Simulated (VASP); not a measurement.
# LiTm2P6Rh (Fm-3m) in VASP: single point with PBE

Aim: the single point of LiTm2P6Rh with PBE.

Program: VASP 6.6.1. These are calculated values, not measurements. Logs are shortened: lines on timing, memory, paths and dates and some standing lists are left out, and cuts for length are marked.

**1. The crystal as given**

It takes space group Fm-3m (No. 225, cubic). Conventional cell: a = 8.800 Å, b = 8.800 Å, c = 8.800 Å, α = 90.00°, β = 90.00°, γ = 90.00°. P (site symmetry 4mm) has 1 Rh at 2.05 Å and 1 Li at 2.35 Å as nearest neighbours. Li (site symmetry m-3m) is surrounded by 6 P at 2.35 Å. Tm (site symmetry -43m) has 12 P at 3.11 Å as nearest neighbours. Rh (site symmetry m-3m) is surrounded by 6 P at 2.05 Å.

The cell was built by a generator and needn't be a form met in nature.

**2. Single point, PBE, collinear spin, typed start**

Contents of INCAR:

```
PREC = Accurate
ENCUT = 520
EDIFF = 1E-6
ISMEAR = -1
SIGMA = 0.1
LREAL = False
LASPH = True
NELM = 150
ALGO = Normal
ISIF = 2
LWAVE = False
LCHARG = False
ISPIN = 2
MAGMOM = 0 0 0 0 0 0 0 2 2 1
LORBIT = 11
LMAXMIX = 6
GGA = PE
NBANDS = 62
```

Contents of KPOINTS:

```
regular mesh
0
Gamma
  5 5 5
```

Contents of POSCAR:

```
LiTm2P6Rh
1.0
    0.0000000000      4.4001112900      4.4001112900
    4.4001112900      0.0000000000      4.4001112900
    4.4001112900      4.4001112900      0.0000000000
P Li Tm Rh
6 1 2 1
Direct
    0.7670000000      0.2330000000      0.2330000000
    0.2330000000      0.7670000000      0.2330000000
    0.2330000000      0.7670000000      0.7670000000
    0.7670000000      0.2330000000      0.7670000000
    0.2330000000      0.2330000000      0.7670000000
    0.7670000000      0.7670000000      0.2330000000
    0.5000000000      0.5000000000      0.5000000000
    0.2500000000      0.2500000000      0.2500000000
    0.7500000000      0.7500000000      0.7500000000
    0.0000000000      0.0000000000      0.0000000000
```

Potentials or basis: VASP PAW PBE potentials, release 64 (P, Li_sv, Tm, Rh_pv).

Command:

```bash
$ cat potpaw_PBE.64/P/POTCAR potpaw_PBE.64/Li_sv/POTCAR potpaw_PBE.64/Tm/POTCAR potpaw_PBE.64/Rh_pv/POTCAR > POTCAR
$ mpirun -np 1 vasp_std > vasp.out
```

OUTCAR:

```text
PREC = Accurate
   ENCUT = 520
   EDIFF = 1E-6
   ISMEAR = -1
   LREAL = False
   LASPH = True
   NELM = 150
   ISIF = 2
   ISPIN = 2
   LORBIT = 11
   GGA = PE

 ion  position               nearest neighbor table
   1  0.767  0.233  0.233-  10 2.05   7 2.35   5 2.90   6 2.90   2 2.90   4 2.90   9 3.11   8 3.11
                             9 3.11   8 3.11
   2  0.233  0.767  0.233-  10 2.05   7 2.35   5 2.90   6 2.90   1 2.90   3 2.90   9 3.11   8 3.11
                             9 3.11   8 3.11
   3  0.233  0.767  0.767-  10 2.05   7 2.35   5 2.90   6 2.90   2 2.90   4 2.90   9 3.11   9 3.11
                             8 3.11   8 3.11
   4  0.767  0.233  0.767-  10 2.05   7 2.35   5 2.90   6 2.90   1 2.90   3 2.90   9 3.11   9 3.11
                             8 3.11   8 3.11
   5  0.233  0.233  0.767-  10 2.05   7 2.35   3 2.90   4 2.90   1 2.90   2 2.90   9 3.11   8 3.11
                             9 3.11   8 3.11
   6  0.767  0.767  0.233-  10 2.05   7 2.35   3 2.90   4 2.90   1 2.90   2 2.90   9 3.11   9 3.11
                             8 3.11   8 3.11
   7  0.500  0.500  0.500-   1 2.35   2 2.35   3 2.35   4 2.35   5 2.35   6 2.35
   8  0.250  0.250  0.250-   1 3.11   4 3.11   6 3.11   2 3.11   3 3.11   6 3.11   3 3.11   4 3.11
                             5 3.11   1 3.11   2 3.11   5 3.11
   9  0.750  0.750  0.750-   3 3.11   4 3.11   6 3.11   1 3.11   2 3.11   6 3.11   1 3.11   4 3.11
                             5 3.11   2 3.11   3 3.11   5 3.11
  10  0.000  0.000  0.000-   1 2.05   2 2.05   3 2.05   4 2.05   5 2.05   6 2.05

  LATTYP: Found a face centered cubic cell.
 ALAT       =     8.8002225800

  Lattice vectors:

 A1 = (   0.0000000000,   4.4001112900,   4.4001112900)
 A2 = (   4.4001112900,   0.0000000000,   4.4001112900)
 A3 = (   4.4001112900,   4.4001112900,   0.0000000000)

Analysis of symmetry for initial positions (statically):
=====================================================================
 Subroutine PRICEL returns:
 Original cell was already a primitive cell.

 Routine SETGRP: Setting up the symmetry group for a
 face centered cubic supercell.

 Subroutine GETGRP returns: Found 48 space group operations
 (whereof 48 operations were pure point group operations)
 out of a pool of 48 trial point group operations.

The static configuration has the point symmetry O_h .

Analysis of symmetry for dynamics (positions and initial velocities):
=====================================================================
 Subroutine PRICEL returns:
 Original cell was already a primitive cell.

 Routine SETGRP: Setting up the symmetry group for a
 face centered cubic supercell.

 Subroutine GETGRP returns: Found 48 space group operations
 (whereof 48 operations were pure point group operations)
 out of a pool of 48 trial point group operations.

The dynamic configuration has the point symmetry O_h .

Analysis of structural, dynamic, and magnetic symmetry:
=====================================================================
 Subroutine PRICEL returns:
 Original cell was already a primitive cell.

 Routine SETGRP: Setting up the symmetry group for a
 face centered cubic supercell.

 Subroutine GETGRP returns: Found 48 space group operations
 (whereof 48 operations were pure point group operations)
 out of a pool of 48 trial point group operations.

The overall configuration has the point symmetry O_h .

 Subroutine INISYM returns: Found 48 space group operations
 (whereof 48 operations are pure point group operations),
 and found     1 'primitive' translations

----------------------------------------------------------------------------------------

                                     Primitive cell

  volume of cell :     170.3809

  direct lattice vectors                    reciprocal lattice vectors
     0.000000000  4.400111290  4.400111290    -0.113633489  0.113633489  0.113633489
     4.400111290  0.000000000  4.400111290     0.113633489 -0.113633489  0.113633489
     4.400111290  4.400111290  0.000000000     0.113633489  0.113633489 -0.113633489

  length of vectors
     6.222697062  6.222697062  6.222697062     0.196818977  0.196818977  0.196818977

  position of ions in fractional coordinates (direct lattice)
     0.767000000  0.233000000  0.233000000
     0.233000000  0.767000000  0.233000000
     0.233000000  0.767000000  0.767000000
     0.767000000  0.233000000  0.767000000
     0.233000000  0.233000000  0.767000000
     0.767000000  0.767000000  0.233000000
     0.500000000  0.500000000  0.500000000
     0.250000000  0.250000000  0.250000000
     0.750000000  0.750000000  0.750000000
     0.000000000  0.000000000  0.000000000

  ion indices of the primitive-cell ions
   primitive index   ion index
                 1           1
[... 32 lines left out ...]
 ===========================================

 Found     10 irreducible k-points:

 Following reciprocal coordinates:
            Coordinates               Weight
  0.000000  0.000000  0.000000      1.000000
  0.200000  0.000000  0.000000      8.000000
  0.400000  0.000000  0.000000      8.000000
  0.200000  0.200000  0.000000      6.000000
  0.400000  0.200000  0.000000     24.000000
 -0.400000  0.200000  0.000000     24.000000
 -0.200000  0.200000  0.000000     12.000000
  0.400000  0.400000  0.000000      6.000000
 -0.400000  0.400000  0.000000     12.000000
 -0.400000  0.400000  0.200000     24.000000
   k-points           NKPTS =     10   k-points in BZ     NKDIM =     10   number of bands    NBANDS=     62
   number of dos      NEDOS =    301   number of ions     NIONS =     10
   total plane-waves  NPLWV = 110592
   dimension x,y,z NGX =    48 NGY =   48 NGZ =   48
   dimension x,y,z NGXF=    96 NGYF=   96 NGZF=   96
   ions per type =               6   1   2   1
   NGX,Y,Z   is equivalent  to a cutoff of  12.82, 12.82, 12.82 a.u.
   NGXF,Y,Z  is equivalent  to a cutoff of  25.65, 25.65, 25.65 a.u.
 SYSTEM =  unknown system
   PREC   = accura    normal or accurate (medium, high low for compatibility)
   ISTART =      0    job   : 0-new  1-cont  2-samecut
   ICHARG =      2    charge: 1-file 2-atom 10-const
   ISPIN  =      2    spin polarized calculation?
   LNONCOLLINEAR =      F non collinear calculations
   LSORBIT =      F    spin-orbit coupling
   LASPH  =      T    aspherical Exc in radial PAW
   ENCUT  =  520.0 eV  38.22 Ry    6.18 a.u.  11.57 11.57 11.57*2*pi/ulx,y,z
   NELM   =    150;   NELMIN=  2; NELMDL= -5     # of ELM steps
   EDIFF  = 0.1E-05   stopping-criterion for ELM
   LREAL  =      F    real-space projection
   EDIFFG = 0.1E-04   stopping-criterion for IOM
   NSW    =      0    number of steps for IOM
   IBRION =     -1    ionic relax: 0-MD 1-quasi-New 2-CG
   NFREE  =      0    steps in history (QN), initial steepest desc. (CG)
   ISIF   =      2    stress and relaxation
   ISYM   =      2    0-nonsym 1-usesym 2-fastsym
   POTIM  = 0.5000    time-step for ionic-motion
   TEBEG  =    0.0;   TEEND  =   0.0 temperature during run
   PSTRESS=    0.0 pullay stress
   NELECT =      94.0000    total number of electrons
   NUPDOWN=      -1.0000    fix difference up-down
   EMIN   =  10.00;   EMAX   =-10.00  energy-range for DOS
   EFERMI =   0.00;   METHOD = LEGACY
   ISMEAR =    -1;   SIGMA  =   0.10  broadening in eV -4-tet -1-fermi 0-gaus
   EFERMI_NEDOS =   21; number of points for ismear=-14 and -15
   IALGO  =     38    algorithm
   IMIX   =      4    mixing-type and parameters
     AMIX     =   0.40;   BMIX     =  1.00
     AMIX_MAG =   1.60;   BMIX_MAG =  1.00
  volume/ion in A,a.u.               =      17.04       114.98
  Fermi-wavevector in a.u.,A,eV,Ry     =   1.342694  2.537324 24.528961  1.802828
  Thomas-Fermi vector in A             =   2.470828
   LORBIT       =     11    0 simple, 1 ext, 2 COOP (PROOUT), +10 PAW based schemes
   GGA     = PE    functional components
   LHFCALC =     F    Hartree Fock is set to
   AEXX    =    0.0000 exact exchange contribution
   IVDW    =     0    specifies the selected vdW correction
   LEPSILON=     F    determine dielectric tensor
   LRPA    =     F    only Hartree local field effects (RPA)
 spin polarized calculation
  energy-cutoff  :      520.00
  volume of cell :      170.38
 maximum number of plane-waves:      4621
 NGX is ok and might be reduce to    48
   NGX = 23   NGY = 23   NGZ = 23

 number of electron      94.0000024 magnetization       2.6384286

 Free energy of the ion-electron system (eV)
  ---------------------------------------------------
  ext. energy  EPLUGINS =         0.00000000
  ---------------------------------------------------
  free energy    TOTEN  =       -46.89417174 eV

  energy without entropy =      -46.39734325  energy(sigma->0) =      -46.64575749

 E-fermi :   6.7146     XC(G=0): -11.0019

 val. band max:        6.7052878716   @ k =   0.4000   0.2000   0.0000
 cond. band min:       6.7224605511   @ k =  -0.2000   0.2000   0.0000
 fundamental gap:      0.0171726795
 Fermi energy:         6.7146167463

 spin component 1

 k-point     1 :       0.0000    0.0000    0.0000
  band No.  band energies     occupation
      1     -43.7704      1.00000
      2     -43.7688      1.00000
      3     -41.7536      1.00000
      4     -41.7536      1.00000
      5     -41.7536      1.00000
      6     -39.2553      1.00000
[... 609 lines left out ...]
     58      10.8843      0.00000
     59      11.0390      0.00000
 Fermi energy:         6.7146167463

 spin component 2

 k-point     1 :       0.0000    0.0000    0.0000
  band No.  band energies     occupation
      1     -43.1921      1.00000
      2     -43.1903      1.00000
      3     -41.7513      1.00000
      4     -41.7513      1.00000
      5     -41.7513      1.00000
      6     -39.2554      1.00000
[... 609 lines left out ...]
     58      10.9414      0.00000
     59      11.1165      0.00000
 [bands above 59 left out]

------------------------ aborting loop because EDIFF is reached ----------------------------------------

  FORCE on cell =-STRESS in cart. coord.  units (eV):
  Direction    XX          YY          ZZ          XY          YZ          ZX
  --------------------------------------------------------------------------------------
  -------------------------------------------------------------------------------------
  Total       26.6538635     26.6538635     26.6538635     -0.0000000     -0.0000000     -0.0000000
  in kB      250.6396486    250.6396486    250.6396486     -0.0000000     -0.0000000     -0.0000000
  external PRESSURE =     250.6396486 kB  Pullay stress =       0.0000000 kB

 VOLUME and BASIS-vectors are now :
 -----------------------------------------------------------------------------
  energy-cutoff  :      520.00
  volume of cell :      170.38
      direct lattice vectors                 reciprocal lattice vectors
     0.000000000  4.400111290  4.400111290    -0.113633489  0.113633489  0.113633489
     4.400111290  0.000000000  4.400111290     0.113633489 -0.113633489  0.113633489
     4.400111290  4.400111290  0.000000000     0.113633489  0.113633489 -0.113633489

 POSITION                                       TOTAL-FORCE (eV/Angst)
 -----------------------------------------------------------------------------------
      2.05045      4.40011      4.40011         6.436829     -0.000000      0.000000
      4.40011      2.05045      4.40011        -0.000000      6.436829      0.000000
      6.74977      4.40011      4.40011        -6.436829     -0.000000      0.000000
      4.40011      6.74977      4.40011        -0.000000     -6.436829      0.000000
      4.40011      4.40011      2.05045        -0.000000     -0.000000      6.436829
      4.40011      4.40011      6.74977        -0.000000     -0.000000     -6.436829
      4.40011      4.40011      4.40011        -0.000000     -0.000000      0.000000
      2.20006      2.20006      2.20006         0.000000      0.000000      0.000000
      6.60017      6.60017      6.60017         0.000000     -0.000000     -0.000000
      0.00000      0.00000      0.00000        -0.000000     -0.000000      0.000000
 -----------------------------------------------------------------------------------
    total drift:                               -0.000000     -0.000000     -0.000000

  FREE ENERGIE OF THE ION-ELECTRON SYSTEM (eV)
  ---------------------------------------------------
  free  energy   TOTEN  =       -46.8941717411 eV

  energy  without entropy=      -46.3973432465  energy(sigma->0) =      -46.64575749

 total charge

# of ion       s       p       d       f       tot
--------------------------------------------------
    1        1.114   1.397   0.000   0.000   2.511
    2        1.114   1.397   0.000   0.000   2.511
    3        1.114   1.397   0.000   0.000   2.511
    4        1.114   1.397   0.000   0.000   2.511
    5        1.114   1.397   0.000   0.000   2.511
    6        1.114   1.397   0.000   0.000   2.511
    7        2.034   0.085   0.000   0.000   2.119
    8        2.107   5.935   0.396  12.495  20.932
    9        2.107   5.935   0.396  12.495  20.932
   10        0.667   6.746   7.902   0.000  15.315
--------------------------------------------------
tot         13.597  27.080   8.694  24.989  74.361

 magnetization (x)

# of ion       s       p       d       f       tot
--------------------------------------------------
    1        0.001  -0.002   0.000   0.000  -0.001
    2        0.001  -0.002   0.000   0.000  -0.001
    3        0.001  -0.002   0.000   0.000  -0.001
    4        0.001  -0.002   0.000   0.000  -0.001
    5        0.001  -0.002   0.000   0.000  -0.001
    6        0.001  -0.002   0.000   0.000  -0.001
    7        0.000  -0.000   0.000   0.000  -0.000
    8        0.002  -0.018   0.009   1.322   1.314
    9        0.002  -0.018   0.009   1.322   1.314
   10       -0.000  -0.000   0.002   0.000   0.002
--------------------------------------------------
tot          0.009  -0.046   0.019   2.644   2.627
```

Wall time 21 min (1 thread of Intel Xeon Platinum 8488C (Sapphire Rapids), shared host); peak memory 0.51 GiB.

Results:

```
Free energy                                           : -46.8942 eV
Largest force                                         : 6.437 eV/Å
Band gap on the k mesh                                : none (metal or under the smearing width)
Net moment                                            : 2.64 μB per cell
Site moments                                          : P -0.00; Li -0.00; Tm +1.31; Rh +0.00 μB
Valence electrons inside the program's atomic spheres : P 2.51; Li 2.12; Tm 20.93; Rh 15.31
```

Forces in eV/Å, atoms in the order of the input:
```
P    6.437  0.000  0.000
P    0.000  6.437  0.000
P   -6.437  0.000  0.000
P    0.000 -6.437  0.000
P    0.000  0.000  6.437
P    0.000  0.000 -6.437
Li   0.000  0.000  0.000
Tm   0.000  0.000  0.000
Tm   0.000  0.000  0.000
Rh   0.000  0.000  0.000
```

Levels at points of the mesh, in eV from the Fermi level:
Spin up:
```csv
k point,band 45,band 46,band 47,band 48,band 49,band 50,band 51,band 52
"(0.00, 0.00, 0.00)",-0.30,-0.30,-0.30,0.79,1.42,1.42,1.42,1.68
```
Spin down:
```
           k point  band 43  band 44  band 45  band 46  band 47  band 48  band 49  band 50
(0.00, 0.00, 0.00)    -0.15    -0.15     0.37     0.37     0.37     0.83     1.42     1.42
```

Caveat: the cutoff is under 1.25 times the usual one of these potentials, so pressure, stress and relaxed cells hold a basis-set (Pulay) error; the magnetic or orbital state may not be the lowest; spin-orbit coupling is left out, which moves the levels of the heavy elements; without U or exact exchange the open f shell lies at the Fermi level, which spoils levels, moments and volumes; forces of over 1 eV/Å show positions far from the minimum, so gaps and moduli don't describe the material at rest. The state reached can hang on the start; a lower one may exist.
